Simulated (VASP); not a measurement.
The input files of a VASP run:

File KPOINTS:
```
Automatic
0
gamma
  8 8 2
0 0 0
```

**POSCAR**
```
WS2
1.0
  1.5977152732  -2.7673240064   0.0000000000
  1.5977152732   2.7673240064   0.0000000000
  0.0000000000   0.0000000000  14.6669376623
W S
2 4
Cartesian
  1.5977152732   0.9224431803   3.6667344156
  1.5977152732  -0.9224431803  11.0002032467
  1.5977152732   0.9224431803  12.5710725824
  1.5977152732  -0.9224431803   5.2376037513
  1.5977152732  -0.9224431803   2.0958650799
  1.5977152732   0.9224431803   9.4293339110
```

### INCAR
```
SYSTEM = WS2
PREC = Accurate; ENCUT = 520; LREAL = .False.
LASPH = .True.
EDIFF = 1E-7; NELM = 100; ALGO = Normal
LMAXMIX = 6
ISMEAR = 0; SIGMA = 0.05
GGA = 91
IBRION = 2; NSW = 30; ISIF = 4
EDIFFG = -0.01
LWAVE = .False.; LCHARG = .False.
```

POTCAR, in this order: W_sv S (PBE.64 set). Program: vasp_std.

**Question.** Write an equivalent input for Quantum ESPRESSO's pw.x.

**Answer.** One equivalent input (not run):
```
&CONTROL
  calculation = 'vc-relax'
  pseudo_dir = './pseudo'
  outdir = './out'
  tprnfor = .true.
  tstress = .true.
  nstep = 30
  forc_conv_thr = 0.00039
/
&SYSTEM
  ibrav = 0
  nat = 6
  ntyp = 2
  ecutwfc = 74
  occupations = 'smearing'
  smearing = 'gaussian'
  degauss = 0.003675
  input_dft = 'pw91'
/
&ELECTRONS
  conv_thr = 7.3e-09
  electron_maxstep = 100
/
&IONS
/
&CELL
  cell_dofree = 'shape'
/
ATOMIC_SPECIES
  W 183.840 W.upf
  S 32.060 S.upf
CELL_PARAMETERS angstrom
     1.5977153   -2.7673240    0.0000000
     1.5977153    2.7673240    0.0000000
     0.0000000    0.0000000   14.6669377
ATOMIC_POSITIONS crystal
  W    0.3333330  0.6666670  0.2500000
  W    0.6666670  0.3333330  0.7500000
  S    0.3333330  0.6666670  0.8571027
  S    0.6666670  0.3333330  0.3571027
  S    0.6666670  0.3333330  0.1428973
  S    0.3333330  0.6666670  0.6428973
K_POINTS automatic
  8 8 2 0 0 0
```
Limits of the translation: the potentials are each code's own (VASP's PAW set, PseudoDojo norm-conserving files in pw.x), so ENCUT and ecutwfc are chosen apart and not converted; conv_thr bounds pw.x's estimated SCF error, while EDIFF bounds the energy change between steps; forc_conv_thr acts on force components and is met together with etot_conv_thr.

The compound is WS2 in the 2H layered structure. This run relaxes it. Symmetry was kept, so distortions that lower it aren't found.
